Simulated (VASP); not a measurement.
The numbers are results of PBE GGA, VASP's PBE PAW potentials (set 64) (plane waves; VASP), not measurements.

VASP ran on this input.

POSCAR:
```
Sc
5.128480
  0.3279683259  -0.5563566593   0.0000000000
  0.3279683259   0.5563566593   0.0000000000
  0.0000000000   0.0000000000   1.0000000000
Sc
2
direct
  0.3333330000   0.6666670000   0.2500000000
  0.6900580000   0.3567240000   0.7500000000
```

### KPOINTS
```
Automatic mesh
0
Gamma
11 11 7
0 0 0
```

**INCAR**
```
! general
SYSTEM  = Sc
PREC    = Accurate
ENCUT   = 400
LREAL   = F
LASPH   = T
NELECT  = 21.5

! electronic loop
EDIFF   = 1E-6
NELM    = 100
ALGO    = Normal
LMAXMIX = 4

! smearing
ISMEAR  = 0
SIGMA   = 0.05

! functional
GGA     = PE

! ions
ISIF    = 2

! output
LWAVE   = F
LCHARG  = F
```

POTCAR, in this order: Sc_sv (PBE.64 set). Program: vasp_std.

What VASP printed:

File OUTCAR:
```
 ion  position               nearest neighbor table
   1  0.333  0.667  0.250-   2 3.17   2 3.17   2 3.19   2 3.19   2 3.25   2 3.25
   2  0.690  0.357  0.750-   1 3.17   1 3.17   1 3.19   1 3.19   1 3.25   1 3.25
  LATTYP: Found a base centered orthorhombic cell.
 ALAT       =     3.3639580000
 B/A-ratio  =     1.6963731414
 C/A-ratio  =     1.5245374645
 Subroutine PRICEL returns:
 Original cell was already a primitive cell.
 Subroutine GETGRP returns: Found  4 space group operations
The static configuration has the point symmetry C_1 .
 The point group associated with its full space group is C_2h.
The dynamic configuration has the point symmetry C_1 .
 Subroutine INISYM returns: Found  4 space group operations
 Subroutine IBZKPT returns following result:
 Found    244 irreducible k-points:

 Following reciprocal coordinates:
            Coordinates               Weight
  0.000000  0.000000  0.000000      1.000000
  0.090909 -0.000000  0.000000      2.000000
 -0.000000  0.090909  0.000000      2.000000
  0.181818 -0.000000  0.000000      2.000000
 -0.000000  0.181818  0.000000      2.000000
  0.272727  0.000000  0.000000      2.000000
...
```

**OSZICAR**
```
       N       E                     dE             d eps       ncg     rms          rms(c)
DAV:   1     0.339801354030E+03    0.33980E+03   -0.93592E+03  7392   0.119E+03
DAV:   2     0.305265102954E+01   -0.33675E+03   -0.33157E+03 10085   0.645E+02
DAV:   3    -0.157564791833E+02   -0.18809E+02   -0.18261E+02 12096   0.166E+02
DAV:   4    -0.160604704779E+02   -0.30399E+00   -0.29954E+00 11132   0.204E+01
DAV:   5    -0.160659415122E+02   -0.54710E-02   -0.54702E-02 12320   0.253E+00    0.753E+00
DAV:   6    -0.144874232622E+02    0.15785E+01   -0.37815E+00  9175   0.240E+01    0.209E+00
DAV:   7    -0.143393555414E+02    0.14807E+00   -0.63205E-01  9553   0.937E+00    0.877E-01
DAV:   8    -0.143286391450E+02    0.10716E-01   -0.11735E-02 10930   0.138E+00    0.735E-02
DAV:   9    -0.143285507811E+02    0.88364E-04   -0.13739E-03 10614   0.454E-01    0.244E-02
DAV:  10    -0.143285563575E+02   -0.55763E-05   -0.49383E-05 11475   0.930E-02    0.589E-03
DAV:  11    -0.143285545516E+02    0.18058E-05   -0.55052E-06  9433   0.322E-02    0.159E-03
DAV:  12    -0.143285547213E+02   -0.16968E-06   -0.84827E-08  5340   0.681E-03
   1 F= -.14328555E+02 E0= -.14326436E+02  d E =-.423696E-02
```

**OUTCAR**
```
------------------------ aborting loop because EDIFF is reached ----------------------------------------
  FORCE on cell =-STRESS in cart. coord.  units (eV):
  Direction    XX          YY          ZZ          XY          YZ          ZX
  --------------------------------------------------------------------------------------
  Total       -3.3181596     -2.8107187     -2.5850037     -0.1789342      0.0000000      0.0000000
  in kB     -108.0007236    -91.4843444    -84.1376856     -5.8240174      0.0000000      0.0000000
  external PRESSURE =     -94.5409179 kB  Pullay stress =       0.0000000 kB
  volume of cell :       49.22
      direct lattice vectors                 reciprocal lattice vectors
     1.681979000 -2.853264000  0.000000000     0.297268872 -0.175237903  0.000000000
     1.681979000  2.853264000  0.000000000     0.297268872  0.175237903  0.000000000
     0.000000000  0.000000000  5.128480000     0.000000000  0.000000000  0.194989549
 POSITION                                       TOTAL-FORCE (eV/Angst)
 -----------------------------------------------------------------------------------
      1.68198      0.95109      1.28212         0.133224      0.041436      0.000000
      1.76067     -0.95109      3.84636        -0.133224     -0.041436     -0.000000
 -----------------------------------------------------------------------------------
    total drift:                                0.000012     -0.000000      0.000000
  FREE ENERGIE OF THE ION-ELECTRON SYSTEM (eV)
  ---------------------------------------------------
  free  energy   TOTEN  =       -14.3285547213 eV

  energy  without entropy=      -14.3243177641  energy(sigma->0) =      -14.32643624
```
(Selected blocks of OUTCAR.)

The cell is charged, with a uniform compensating background.

The compound is Sc in the hcp structure. The cell was not relaxed at this level, atoms are displaced from their ideal sites. The run is one of a series of settings (ISMEAR = 0, NELECT = 21.5, SIGMA = 0.05 against the base run), some of them coarse on purpose.
